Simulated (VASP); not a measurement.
Here is the system:

```xyz
17
Lattice="5.5448 0.0000 0.0000 2.7724 4.8019 0.0000 0.0000 0.0000 20.8102" Properties=species:S:1:pos:R:3 pbc="T T T"
Re     0.0000     1.6006     7.0407
Re     2.7724     1.6006     7.0407
Re     1.3862     4.0016     7.0407
Re     4.1586     4.0016     7.0407
Re     0.0000     0.0000     9.2836
Re     2.7724     0.0000     9.2836
Re     1.3862     2.4010     9.2836
Re     4.1586     2.4010     9.2836
Re     0.0000     1.6006    11.5266
Re     2.7724     1.6006    11.5266
Re     1.3862     4.0016    11.5266
Re     4.1586     4.0016    11.5266
Re     0.0000     0.0000    13.7695
Re     2.7724     0.0000    13.7695
Re     1.3862     2.4010    13.7695
Re     4.1586     2.4010    13.7695
Cl     2.7724     1.6006    15.2963
```

Method: PBE GGA, VASP's PBE PAW potentials (set 64) (plane waves; VASP 6.6.1). Settings: PREC = Normal, EDIFF = 1E-5, 400 eV cut-off, 6×6×1 Γ-centred mesh, first-order Methfessel-Paxton smearing of 0.10 eV, potentials Re Cl.

**Question.** The ions are relaxed. What does this cell relax into?

**Answer.** 
```xyz
17
Lattice="5.5448 0.0000 0.0000 2.7724 4.8019 0.0000 0.0000 0.0000 20.8102" Properties=species:S:1:pos:R:3 pbc="T T T"
Re     5.5448     1.6014     7.1139
Re     2.7724     1.6006     7.1112
Re     6.9303     4.0012     7.1139
Re     4.1593     4.0012     7.1139
Re     0.0000     0.0000     9.2052
Re     2.7724     0.0017     9.2092
Re     1.3877     2.4001     9.2092
Re     4.1571     2.4001     9.2092
Re     5.5448     1.6009    11.5565
Re     2.7724     1.6006    11.5859
Re     6.9307     4.0015    11.5565
Re     4.1588     4.0015    11.5565
Re     0.0000     0.0000    13.6377
Re     5.5448     4.7465    13.6767
Re     6.8830     2.4287    13.6767
Re     4.2065     2.4287    13.6767
Cl     2.7724     1.6006    15.5687
```

**Question.** How much energy does the relaxation gain?

**Answer.** The energy (σ→0) changes by -122.5 meV/atom, in 17 ionic steps.

The cell is a thin slab with vacuum, built from Re (hcp): (001) face, Cl adsorbed.
